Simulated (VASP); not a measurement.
## MnN (relaxed from the wurtzite structure, space group P6_3mc): computed properties

Computed with PBEsol GGA, VASP's PBE PAW potentials (set 64) (plane waves; VASP).

| Property | Value |
|---|---|
| space group | P6_3mc (186) |
| cell | a = 2.910 Å, b = 2.910 Å, c = 5.178 Å, α = 90.00°, β = 90.00°, γ = 120.00° |
| volume per atom | 9.50 Å³/atom |
| band gap (over mesh and band path) | none (metal, semimetal or under 0.01 eV) |
| cell moment | 2.48 μB |
| density | 6.03 g/cm³ |

```yaml
crystal:
  lattice:
    - [2.91037, 0.00000, 0.00000]
    - [-1.45519, 2.52046, 0.00000]
    - [0.00000, 0.00000, 5.17837]
  atoms:
    - { symbol: Mn, position: [0.33333, 0.66667, 0.01056], spin: 1.2 }
    - { symbol: Mn, position: [0.66667, 0.33333, 0.51056], spin: 1.2 }
    - { symbol: N, position: [0.33333, 0.66667, 0.36444] }
    - { symbol: N, position: [0.66667, 0.33333, 0.86444] }
```

The moments were started parallel, and other spin orders were not tried in this run.

The structure was generated: MnN was put into the wurtzite type (P6_3mc), which need not be its known phase. It was relaxed first, which changed the volume by -33 %. Symmetry was kept, so distortions that lower it aren't found.
